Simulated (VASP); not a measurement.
# GW on AlN, part 2 of 4

How does the gap of AlN change from the starting functional to GW? The cell is of the wurtzite type, one of the forms listed for this formula. The start is a cell from a database of measured crystal structures.

VASP 6.6.1, plane waves and PAW; the level of theory is named at each step.

So far, gap on the k-mesh (eV): step 3 (empty bands, functional PBE) 4.21.

The database entry behind the starting cell differs from later determinations by our own check (inner coordinate u about 0.002 short), so it need not match the best structure at ambient conditions.

### Step 4. evGW0

This step: evGW0 on PBE; plane waves and PAW (Al_GW, N_GW) (VASP 6.6.1).

The lowest NBANDSGW levels in G are updated for four passes while W stays fixed, so the result depends less on the starting levels.

INCAR reads:

```
SYSTEM = AlN
PREC = Accurate
ENCUT = 450
ISMEAR = 0
SIGMA = 0.01
LREAL = .FALSE.
GGA = PE
NBANDS = 272
ALGO = EVGW0
NELMGW = 4
ENCUTGW = 200
NOMEGA = 48
PRECFOCK = Fast
NBANDSGW = 16
LWAVE = .FALSE.
LCHARG = .FALSE.
```

POSCAR reads:

```
AlN
1.0
    3.1130000000      0.0000000000      0.0000000000
   -1.5565000000      2.6959370820      0.0000000000
    0.0000000000      0.0000000000      4.9810000000
Al N
2 2
Direct
    0.3333333333      0.6666666667      0.0000000000
    0.6666666667      0.3333333333      0.5000000000
    0.3333333333      0.6666666667      0.3800000000
    0.6666666667      0.3333333333      0.8800000000
```

KPOINTS reads:

```
Automatic mesh
0
Gamma
6 6 4
0 0 0
```

The projector-augmented-wave data sets are Al_GW and N_GW (PBE family, release 64).

Run with:

```console
$ mpirun -np 8 vasp_std
```

Output:

```text
[banner, memory and clock lines left out]
running    8 mpi-ranks, on    1 nodes
 distrk:  each k-point on    8 cores,    1 groups
 distr:  one band on    1 cores,    8 groups

 POSCAR found type information on POSCAR AlN
 POSCAR found :  2 types and       4 ions
 [... a notice as in an earlier step ...]

|                                                                             |
|           W    W    AA    RRRRR   N    N  II  N    N   GGGG   !!!           |
|           W    W   A  A   R    R  NN   N  II  NN   N  G    G  !!!           |
|           W    W  A    A  R    R  N N  N  II  N N  N  G       !!!           |
|           W WW W  AAAAAA  RRRRR   N  N N  II  N  N N  G  GGG   !            |
|           WW  WW  A    A  R   R   N   NN  II  N   NN  G    G                |
|           W    W  A    A  R    R  N    N  II  N    N   GGGG   !!!           |
|                                                                             |
|     The default for ENCUTGWSOFT is different in this version of VASP.       |
|     please manually set ENCUTGWSOFT =200 in the INCAR file.                 |
|                                                                             |

 LDA part: xc-table for (Slater+PW92), standard interpolation
 found WAVECAR, reading the header
 POSCAR, INCAR and KPOINTS ok, starting setup
 FFT: planning ... GRIDC
 FFT: planning ... GRID_SOFT
 FFT: planning ... GRID
 reading WAVECAR
 the WAVECAR file was read successfully
 initial charge from wavefunction
 available memory per node:     24.37 GB, setting MAXMEM to     24950

 The Fermi energy was updated, please check that it is located mid-gap
 values below the HOMO (VB) or above the LUMO (CB) will cause erroneous energies
 E-fermi :   7.2138

 calculate exact exchange contribution
 the WAVEDER file was read successfully
energies w=
    0.000    0.000    0.796    0.000    1.590    0.000    2.377    0.000
    3.154    0.000    3.921    0.000    4.675    0.000    5.416    0.000
    6.143    0.000    6.857    0.000    7.558    0.000    8.247    0.000
    8.927    0.000    9.598    0.000   10.264    0.000   10.925    0.000
   11.586    0.000   12.248    0.000   12.914    0.000   13.587    0.000
   14.272    0.000   14.971    0.000   15.688    0.000   16.429    0.000
   17.198    0.000   18.001    0.000   18.845    0.000   19.738    0.000
   20.689    0.000   21.711    0.000   22.816    0.000   24.020    0.000
   25.346    0.000   26.818    0.000   28.470    0.000   30.346    0.000
   32.501    0.000   35.013    0.000   37.987    0.000   41.572    0.000
   45.986    0.000   51.561    0.000   58.829    0.000   68.694    0.000
   82.832    0.000  104.733    0.000  143.080    0.000  227.107    0.000
 responsefunction array rank=     288
 LDA part: xc-table for (Slater+PW92), standard interpolation

 min. memory requirement per mpi rank    282.5 MB, per node   2260.3 MB

 allocating   6 responsefunctions rank=   288
 shmem allocating  48 responsefunctions rank=   288
 response function shared by NCSHMEM nodes    1
 Doing            6  frequencies on each core in blocks of           48
NQ=   1    0.0000    0.0000    0.0000,
|.........|.........|.........|.........|.........|.........|.........|.........
 performed        791000 updates of chi_q(r,r)
 total number of BLAS operations        521.26 Gflops
NQ=   2    0.1667    0.0000    0.0000,
|.........|.........|.........|.........|.........|.........|.........|.........
 performed       2182000 updates of chi_q(r,r)
 total number of BLAS operations       1332.85 Gflops
NQ=   3    0.3333    0.0000    0.0000,
|.........|.........|.........|.........|.........|.........|.........|.........
 performed       3573000 updates of chi_q(r,r)
 total number of BLAS operations       2144.44 Gflops
NQ=   4    0.5000    0.0000    0.0000,
|.........|.........|.........|.........|.........|.........|.........|.........
 performed       4651000 updates of chi_q(r,r)
 total number of BLAS operations       2773.29 Gflops
NQ=   5    0.1667    0.1667    0.0000,
|.........|.........|.........|.........|.........|.........|.........|.........
 performed       6094000 updates of chi_q(r,r)
 total number of BLAS operations       3596.73 Gflops
NQ=   6    0.3333    0.1667    0.0000,
|.........|.........|.........|.........|.........|.........|.........|.........
 performed       7746000 updates of chi_q(r,r)
 total number of BLAS operations       4553.47 Gflops
NQ=   7    0.3333    0.3333    0.0000,
|.........|.........|.........|.........|.........|.........|.........|.........
 performed       8685000 updates of chi_q(r,r)
 total number of BLAS operations       5150.86 Gflops
NQ=   8    0.0000    0.0000    0.2500,
|.........|.........|.........|.........|.........|.........|.........|.........
 performed       9536000 updates of chi_q(r,r)
 total number of BLAS operations       5689.04 Gflops
NQ=   9    0.1667    0.0000    0.2500,
|.........|.........|.........|.........|.........|.........|.........|.........
 performed      11084000 updates of chi_q(r,r)
 total number of BLAS operations       6625.76 Gflops
NQ=  10    0.3333    0.0000    0.2500,
|.........|.........|.........|.........|.........|.........|.........|.........
 performed      12632000 updates of chi_q(r,r)
 total number of BLAS operations       7515.39 Gflops
NQ=  11    0.5000    0.0000    0.2500,
|.........|.........|.........|.........|.........|.........|.........|.........
 performed      13866000 updates of chi_q(r,r)
 total number of BLAS operations       8173.01 Gflops
NQ=  12    0.1667    0.1667    0.2500,
|.........|.........|.........|.........|.........|.........|.........|.........
 performed      15518000 updates of chi_q(r,r)
 total number of BLAS operations       9136.89 Gflops
NQ=  13    0.3333    0.1667    0.2500,
|.........|.........|.........|.........|.........|.........|.........|.........
 performed      17379000 updates of chi_q(r,r)
 total number of BLAS operations      10182.75 Gflops
NQ=  14    0.3333    0.3333    0.2500,
|.........|.........|.........|.........|.........|.........|.........|.........
 performed      18405000 updates of chi_q(r,r)
 total number of BLAS operations      10781.14 Gflops
NQ=  15    0.0000    0.0000    0.5000,
|.........|.........|.........|.........|.........|.........|.........|.........
 performed      19196000 updates of chi_q(r,r)
 total number of BLAS operations      11263.21 Gflops
NQ=  16    0.1667    0.0000    0.5000,
|.........|.........|.........|.........|.........|.........|.........|.........
 performed      20587000 updates of chi_q(r,r)
 total number of BLAS operations      12086.87 Gflops
NQ=  17    0.3333    0.0000    0.5000,
[...]
|.........|.........|.........|.........|.........|.........|.........|.........
 performed       9536000 updates of chi_q(r,r)
 total number of BLAS operations       5689.04 Gflops
NQ=   9    0.1667    0.0000    0.2500,
|.........|.........|.........|.........|.........|.........|.........|.........
 performed      11084000 updates of chi_q(r,r)
 total number of BLAS operations       6625.76 Gflops
NQ=  10    0.3333    0.0000    0.2500,
|.........|.........|.........|.........|.........|.........|.........|.........
 performed      12632000 updates of chi_q(r,r)
 total number of BLAS operations       7515.39 Gflops
NQ=  11    0.5000    0.0000    0.2500,
|.........|.........|.........|.........|.........|.........|.........|.........
 performed      13866000 updates of chi_q(r,r)
 total number of BLAS operations       8173.01 Gflops
NQ=  12    0.1667    0.1667    0.2500,
|.........|.........|.........|.........|.........|.........|.........|.........
 performed      15518000 updates of chi_q(r,r)
 total number of BLAS operations       9136.89 Gflops
NQ=  13    0.3333    0.1667    0.2500,
|.........|.........|.........|.........|.........|.........|.........|.........
 performed      17379000 updates of chi_q(r,r)
 total number of BLAS operations      10182.75 Gflops
NQ=  14    0.3333    0.3333    0.2500,
|.........|.........|.........|.........|.........|.........|.........|.........
 performed      18405000 updates of chi_q(r,r)
 total number of BLAS operations      10781.14 Gflops
NQ=  15    0.0000    0.0000    0.5000,
|.........|.........|.........|.........|.........|.........|.........|.........
 performed      19196000 updates of chi_q(r,r)
 total number of BLAS operations      11263.21 Gflops
NQ=  16    0.1667    0.0000    0.5000,
|.........|.........|.........|.........|.........|.........|.........|.........
 performed      20587000 updates of chi_q(r,r)
 total number of BLAS operations      12086.87 Gflops
NQ=  17    0.3333    0.0000    0.5000,
|.........|.........|.........|.........|.........|.........|.........|.........
 performed      21978000 updates of chi_q(r,r)
 total number of BLAS operations      12922.68 Gflops
NQ=  18    0.5000    0.0000    0.5000,
|.........|.........|.........|.........|.........|.........|.........|.........
 performed      23056000 updates of chi_q(r,r)
 total number of BLAS operations      13542.25 Gflops
NQ=  19    0.1667    0.1667    0.5000,
|.........|.........|.........|.........|.........|.........|.........|.........
 performed      24499000 updates of chi_q(r,r)
 total number of BLAS operations      14384.30 Gflops
NQ=  20    0.3333    0.1667    0.5000,
|.........|.........|.........|.........|.........|.........|.........|.........
 performed      26151000 updates of chi_q(r,r)
 total number of BLAS operations      15333.95 Gflops
NQ=  21    0.3333    0.3333    0.5000,
|.........|.........|.........|.........|.........|.........|.........|.........
 performed      27090000 updates of chi_q(r,r)
 total number of BLAS operations      15833.98 Gflops
 resolving degeneracies of screened two electron integrals

 calculate QP shifts <psi_nk| G(iteration)W_0 |psi_nk>: iteration 3
 allocating   6 responsefunctions rank=   288
 shmem allocating  48 responsefunctions rank=   288
 response function shared by NCSHMEM nodes    1
 Doing            6  frequencies on each core in blocks of           48
NQ=   1    0.0000    0.0000    0.0000,
|.........|.........|.........|.........|.........|.........|.........|.........
 performed        791000 updates of chi_q(r,r)
 total number of BLAS operations        521.26 Gflops
NQ=   2    0.1667    0.0000    0.0000,
|.........|.........|.........|.........|.........|.........|.........|.........
 performed       2182000 updates of chi_q(r,r)
 total number of BLAS operations       1332.85 Gflops
NQ=   3    0.3333    0.0000    0.0000,
|.........|.........|.........|.........|.........|.........|.........|.........
 performed       3573000 updates of chi_q(r,r)
 total number of BLAS operations       2144.44 Gflops
NQ=   4    0.5000    0.0000    0.0000,
|.........|.........|.........|.........|.........|.........|.........|.........
 performed       4651000 updates of chi_q(r,r)
 total number of BLAS operations       2773.29 Gflops
NQ=   5    0.1667    0.1667    0.0000,
|.........|.........|.........|.........|.........|.........|.........|.........
 performed       6094000 updates of chi_q(r,r)
 total number of BLAS operations       3596.73 Gflops
NQ=   6    0.3333    0.1667    0.0000,
|.........|.........|.........|.........|.........|.........|.........|.........
 performed       7746000 updates of chi_q(r,r)
 total number of BLAS operations       4553.47 Gflops
NQ=   7    0.3333    0.3333    0.0000,
|.........|.........|.........|.........|.........|.........|.........|.........
 performed       8685000 updates of chi_q(r,r)
 total number of BLAS operations       5150.86 Gflops
NQ=   8    0.0000    0.0000    0.2500,
|.........|.........|.........|.........|.........|.........|.........|.........
 performed       9536000 updates of chi_q(r,r)
 total number of BLAS operations       5689.04 Gflops
NQ=   9    0.1667    0.0000    0.2500,
|.........|.........|.........|.........|.........|.........|.........|.........
 performed      11084000 updates of chi_q(r,r)
 total number of BLAS operations       6625.76 Gflops
NQ=  10    0.3333    0.0000    0.2500,
|.........|.........|.........|.........|.........|.........|.........|.........
 performed      12632000 updates of chi_q(r,r)
 total number of BLAS operations       7515.39 Gflops
NQ=  11    0.5000    0.0000    0.2500,
|.........|.........|.........|.........|.........|.........|.........|.........
 performed      13866000 updates of chi_q(r,r)
 total number of BLAS operations       8173.01 Gflops
NQ=  12    0.1667    0.1667    0.2500,
|.........|.........|.........|.........|.........|.........|.........|.........
 performed      15518000 updates of chi_q(r,r)
 total number of BLAS operations       9136.89 Gflops
NQ=  13    0.3333    0.1667    0.2500,
|.........|.........|.........|.........|.........|.........|.........|.........
 performed      17379000 updates of chi_q(r,r)
 total number of BLAS operations      10182.75 Gflops
NQ=  14    0.3333    0.3333    0.2500,
|.........|.........|.........|.........|.........|.........|.........|.........
 performed      18405000 updates of chi_q(r,r)
 total number of BLAS operations      10781.14 Gflops
NQ=  15    0.0000    0.0000    0.5000,
|.........|.........|.........|.........|.........|.........|.........|.........
 performed      19196000 updates of chi_q(r,r)
 total number of BLAS operations      11263.21 Gflops
NQ=  16    0.1667    0.0000    0.5000,
|.........|.........|.........|.........|.........|.........|.........|.........
 performed      20587000 updates of chi_q(r,r)
 total number of BLAS operations      12086.87 Gflops
NQ=  17    0.3333    0.0000    0.5000,
|.........|.........|.........|.........|.........|.........|.........|.........
 performed      21978000 updates of chi_q(r,r)
 total number of BLAS operations      12922.68 Gflops
NQ=  18    0.5000    0.0000    0.5000,
|.........|.........|.........|.........|.........|.........|.........|.........
 performed      23056000 updates of chi_q(r,r)
 total number of BLAS operations      13542.25 Gflops
NQ=  19    0.1667    0.1667    0.5000,
|.........|.........|.........|.........|.........|.........|.........|.........
 performed      24499000 updates of chi_q(r,r)
 total number of BLAS operations      14384.30 Gflops
NQ=  20    0.3333    0.1667    0.5000,
|.........|.........|.........|.........|.........|.........|.........|.........
 performed      26151000 updates of chi_q(r,r)
 total number of BLAS operations      15333.95 Gflops
NQ=  21    0.3333    0.3333    0.5000,
|.........|.........|.........|.........|.........|.........|.........|.........
 performed      27090000 updates of chi_q(r,r)
 total number of BLAS operations      15833.98 Gflops
 resolving degeneracies of screened two electron integrals

 calculate QP shifts <psi_nk| G(iteration)W_0 |psi_nk>: iteration 4
 entering main loop
```

Run time: 12 min. Hardware: 8 MPI ranks of AMD EPYC 9R45, shared host; peak memory 2.6 GiB; 1.6 h of CPU time.

(Continued in part 3 of 4.)

[Lines on the potential files, build, host, timing and source positions are cut from VASP's logs without a mark.]

[Logs are printed without paths, hosts, clocks, repeated set-up lines and the standing remarks that a program may print on its own settings, such as how far it seeks lower states.]

[Hosts, paths, dates, database ids (printed as entryN), source tags and the programs' standing remarks are cut or masked in the printed files.]

[Pressures printed for these runs are not shown converged in the cutoff: they can be off by several GPa and have the wrong sign.]
